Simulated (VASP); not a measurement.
A calculation with VASP 6.6.1 of Zr3Mn (native input, structure from a POSCAR):

INCAR

```
SYSTEM = Zr3Mn
PREC = Accurate
ENCUT = 520
EDIFF = 1E-7
ISMEAR = 0
SIGMA = 0.1
LREAL = .False.
LASPH = .True.
NELM = 120
ALGO = Normal
ISIF = 2
LWAVE = .False.
LCHARG = .False.
ISPIN = 2
MAGMOM = 0 0 0 4
LORBIT = 11
LMAXMIX = 4
GGA = PS
```

Contents of KPOINTS:

```
regular mesh
0
Gamma
  6 6 6
  0 0 0
```

POSCAR

```
Zr3Mn
1.0
    4.3732200000      0.0000000000      0.0000000000
    0.0000000000      4.3732200000      0.0000000000
    0.0000000000      0.0000000000      4.3732200000
Zr Mn
3 1
Direct
    0.5000000000      0.5000000000      0.0000000000
    0.5000000000      0.0000000000      0.5000000000
    0.0000000000      0.5000000000      0.5000000000
    0.0000000000      0.0000000000      0.0000000000
```

Potentials or basis: VASP PAW PBE potentials, release 64 (Zr_sv, Mn_pv).

Run with:

```bash
$ cat potpaw_PBE.64/Zr_sv/POTCAR potpaw_PBE.64/Mn_pv/POTCAR > POTCAR
$ mpirun -np 1 vasp_std > vasp.out
```

The cell comes from a database or a generator and needn't be the stable form of this composition.

Task: Write the same calculation in another form: ASE script, structure from a POSCAR.

Result: As run:

File run.py:

```python
from ase.calculators.vasp import Vasp
from ase.dft.bandgap import bandgap
from ase.io import read

atoms = read('POSCAR')
atoms.set_initial_magnetic_moments([0.0, 0.0, 0.0, 4.0])
calc = Vasp(
    directory='calc',
    xc='pbesol',
    pp='PBE',
    setups='recommended',
    prec='Accurate',
    encut=520,
    ediff=1e-06,
    ismear=0,
    sigma=0.1,
    lreal=False,
    lasph=True,
    nelm=120,
    algo='Fast',
    isif=2,
    lwave=False,
    lcharg=True,
    ispin=2,
    lorbit=11,
    lmaxmix=4,
    lelf=True,
    lvhar=True,
    kpts=[6, 6, 6],
    gamma=True,
)
atoms.calc = calc

print('energy (eV):', atoms.get_potential_energy())
print('free energy (eV):', atoms.get_potential_energy(force_consistent=True))
print('forces (eV/A):')
print(atoms.get_forces())
print('stress (eV/A^3, Voigt):', atoms.get_stress())
print('Fermi level (eV):', calc.get_fermi_level())
print('moment (muB):', atoms.get_magnetic_moment())
print('site moments (muB):', atoms.get_magnetic_moments())
gap, top, bottom = bandgap(calc)
print('band gap (eV):', gap, 'from (spin, k, band)', top, 'to', bottom)
```

File POSCAR:

```
Zr3Mn
1.0
    4.3732200000      0.0000000000      0.0000000000
    0.0000000000      4.3732200000      0.0000000000
    0.0000000000      0.0000000000      4.3732200000
Zr Mn
3 1
Direct
    0.5000000000      0.5000000000      0.0000000000
    0.5000000000      0.0000000000      0.5000000000
    0.0000000000      0.5000000000      0.5000000000
    0.0000000000      0.0000000000      0.0000000000
```

Potentials or basis: VASP PAW PBE potentials, release 64 (Zr_sv, Mn_pv).

Run with:

```bash
$ python run.py
```

Both were run:

|  | native input, structure from a POSCAR | ASE script, structure from a POSCAR |
| --- | --- | --- |
| Pressure | -4.3 GPa | -4.3 GPa |
| Band gap on the k mesh | none (metal or under the smearing width) | none (metal or under the smearing width) |
| Net moment | 3.33 μB per cell | 3.35 μB per cell |
| Site moments | Zr -0.07; Mn +3.43 μB | Zr -0.07; Mn +3.43 μB |
| Valence electrons inside the program's atomic spheres | Zr 9.87; Mn 11.48 | Zr 9.87; Mn 11.48 |

Keys that steer only the numerical path or the files written may differ.

Caveat: the PAW data sets were made with another functional, which shifts forces and pressure a little.
